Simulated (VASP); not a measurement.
VASP ran on this input.

**INCAR**
```
! general
SYSTEM =HfS
PREC   =Accurate
ENCUT  =800
LREAL  =.FALSE.   ! projection in real space or not
LASPH  =.TRUE.   ! aspherical one-centre terms

! electronic loop
EDIFF  =1E-6
NELM   =100
ALGO   =Normal
LMAXMIX=6   ! l cut-off of mixed one-centre charges

! smearing
ISMEAR =0
SIGMA  =0.05   ! width (eV)

! functional
GGA    =PE

! ions
ISIF   =2

! output
LWAVE  =.FALSE.
LCHARG =.FALSE.
```

File KPOINTS:
```
Automatic
0
gamma
  6 6 6
0 0 0
```

POSCAR:
```
HfS
1.0
  1.7935800000  -4.7395990000   0.0000000000
  1.7935800000   4.7395990000   0.0000000000
  0.0000000000   0.0000000000   3.5346450000
S Hf
2 2
Cartesian
  1.7935800000  -0.6066686720   0.8836612500
  1.7935800000   0.6066686720   2.6509837500
  1.7935800000  -3.3627454905   0.8836612500
  1.7935800000   3.3627454905   2.6509837500
```

POTCAR, in this order: S_h Hf_pv (PBE.64 set). Program: vasp_std.

Write an equivalent input for Quantum ESPRESSO's pw.x.

One equivalent input (not run):
```
&CONTROL
  calculation = 'scf'
  pseudo_dir = './pseudo'
  outdir = './out'
  tprnfor = .true.
  tstress = .true.
/
&SYSTEM
  ibrav = 0
  nat = 4
  ntyp = 2
  ecutwfc = 58
  occupations = 'smearing'
  smearing = 'gaussian'
  degauss = 0.003675
  input_dft = 'pbe'
/
&ELECTRONS
  conv_thr = 7.3e-08
  electron_maxstep = 100
/
ATOMIC_SPECIES
  S 32.060 S.upf
  Hf 178.490 Hf.upf
CELL_PARAMETERS angstrom
     1.7935800   -4.7395990    0.0000000
     1.7935800    4.7395990    0.0000000
     0.0000000    0.0000000    3.5346450
ATOMIC_POSITIONS crystal
  S    0.5640000  0.4360000  0.2500000
  S    0.4360000  0.5640000  0.7500000
  Hf   0.8547500  0.1452500  0.2500000
  Hf   0.1452500  0.8547500  0.7500000
K_POINTS automatic
  6 6 6 0 0 0
```
Limits of the translation: the potentials are each code's own (VASP's PAW set, PseudoDojo norm-conserving files in pw.x), so ENCUT and ecutwfc are chosen apart and not converted; conv_thr bounds pw.x's estimated SCF error, while EDIFF bounds the energy change between steps.

The structure was generated: HfS was put into the CrB type (Cmcm), which need not be its known phase. The cell was not relaxed at this level. The k-mesh is coarse (spacing up to 0.31 per Å, 2π included), so the numbers may not be converged in it. The run is one of a series of settings (ENCUT = 800, POTCAR S_h Hf_pv (PBE.64 set) against the base run), some of them coarse on purpose.
